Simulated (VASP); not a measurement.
These are PBE GGA, VASP's PBE PAW potentials (set 64) (plane waves; VASP) values and carry that method's errors.

Input for VASP

KPOINTS:
```
Automatic mesh
0
Gamma
1 1 1
0 0 0
```

POSCAR:
```
SSi63
1
   10.9370747004     0.0000000000     0.0000000000
    0.0000000000    10.9370747004     0.0000000000
   -0.0000000000    -0.0000000000    10.9370747004
Si S
63 1
Direct
  0.5000000000   0.0000000000   0.0000000000
  0.6250000000   0.1250000000   0.1250000000
  0.7500000000   0.2500000000   0.0000000000
  0.8750000000   0.3750000000   0.1250000000
  0.7500000000   0.0000000000   0.2500000000
  0.8750000000   0.1250000000   0.3750000000
  0.0000000000   0.0000000000   0.0000000000
  0.1250000000   0.1250000000   0.1250000000
  0.2500000000   0.2500000000   0.0000000000
  0.3750000000   0.3750000000   0.1250000000
  0.5000000000   0.5000000000   0.0000000000
  0.6250000000   0.6250000000   0.1250000000
  0.7500000000   0.7500000000   0.0000000000
  0.8750000000   0.8750000000   0.1250000000
  0.2500000000   0.0000000000   0.2500000000
  0.3750000000   0.1250000000   0.3750000000
  0.5000000000   0.2500000000   0.2500000000
  0.6205650000   0.3716820000   0.3763380000
  0.7500000000   0.5000000000   0.2500000000
  0.8750000000   0.6250000000   0.3750000000
  0.5000000000   0.0000000000   0.5000000000
  0.6250000000   0.1250000000   0.6250000000
  0.7500000000   0.2500000000   0.5000000000
  0.8750000000   0.3750000000   0.6250000000
  0.7500000000   0.0000000000   0.7500000000
  0.8750000000   0.1250000000   0.8750000000
  0.0000000000   0.5000000000   0.0000000000
  0.1250000000   0.6250000000   0.1250000000
  0.2500000000   0.7500000000   0.0000000000
  0.3750000000   0.8750000000   0.1250000000
  0.0000000000   0.2500000000   0.2500000000
  0.1250000000   0.3750000000   0.3750000000
  0.2500000000   0.5000000000   0.2500000000
  0.3707220000   0.6222230000   0.3728170000
  0.5000000000   0.7500000000   0.2500000000
  0.6250000000   0.8750000000   0.3750000000
  0.0000000000   0.0000000000   0.5000000000
  0.1250000000   0.1250000000   0.6250000000
  0.2500000000   0.2500000000   0.5000000000
  0.3782640000   0.3704940000   0.6215440000
  0.6276300000   0.6222560000   0.6244680000
  0.7500000000   0.7500000000   0.5000000000
  0.8750000000   0.8750000000   0.6250000000
  0.2500000000   0.0000000000   0.7500000000
  0.3750000000   0.1250000000   0.8750000000
  0.5000000000   0.2500000000   0.7500000000
  0.6250000000   0.3750000000   0.8750000000
  0.7500000000   0.5000000000   0.7500000000
  0.8750000000   0.6250000000   0.8750000000
  0.0000000000   0.7500000000   0.2500000000
  0.1250000000   0.8750000000   0.3750000000
  0.0000000000   0.5000000000   0.5000000000
  0.1250000000   0.6250000000   0.6250000000
  0.2500000000   0.7500000000   0.5000000000
  0.3750000000   0.8750000000   0.6250000000
  0.0000000000   0.2500000000   0.7500000000
  0.1250000000   0.3750000000   0.8750000000
  0.2500000000   0.5000000000   0.7500000000
  0.3750000000   0.6250000000   0.8750000000
  0.5000000000   0.7500000000   0.7500000000
  0.6250000000   0.8750000000   0.8750000000
  0.0000000000   0.7500000000   0.7500000000
  0.1250000000   0.8750000000   0.8750000000
  0.4980750000   0.5003670000   0.4964480000
```

INCAR:
```
# general
SYSTEM = SSi63
PREC   = Normal
ENCUT  = 400
LREAL  = Auto
LASPH  = .TRUE.
ISYM   = 0
NELECT = 260.0

# electronic loop
EDIFF  = 1E-5
NELM   = 100
NELMIN = 4
ALGO   = Fast

# smearing
ISMEAR = 0
SIGMA  = 0.05

# functional
GGA    = PE

# ions
IBRION = 2
NSW    = 60
ISIF   = 2
EDIFFG = -0.03

# output
LWAVE  = .FALSE.
LCHARG = .FALSE.
```

POTCAR, in this order: Si S (PBE.64 set). Program: vasp_gam.

The cell is charged, with a uniform compensating background. The supercell is sampled at Γ alone, which is coarse: total energies, pressure and levels can be off, energies of defects by several tenths of an eV.

Problem. What does the run give for the energy per atom (σ→0)?

Solution. 
```
Item                            Value
---------------------  --------------
energy per atom (σ→0)  -5.100 eV/atom
```

File OSZICAR:
```
...
RMM:   4    -0.326376923421E+03   -0.13243E-05   -0.24218E-05   209   0.120E-02
  22 F= -.32637692E+03 E0= -.32637294E+03  d E =-.133377E-02
       N       E                     dE             d eps       ncg     rms          rms(c)
DAV:   1    -0.326377663456E+03   -0.74136E-03   -0.43619E-02   326   0.400E-01    0.104E-01
RMM:   2    -0.326377793708E+03   -0.13025E-03   -0.18032E-03   326   0.970E-02    0.409E-02
RMM:   3    -0.326377812241E+03   -0.18533E-04   -0.33943E-04   332   0.452E-02    0.213E-02
RMM:   4    -0.326377817501E+03   -0.52603E-05   -0.69688E-05   327   0.207E-02
  23 F= -.32637782E+03 E0= -.32637403E+03  d E =-.894080E-03
```

The cell is a supercell with a defect, built from Si (diamond): S_Si, charge -2. The run is not spin-polarised, so no state with unpaired spins was tried.
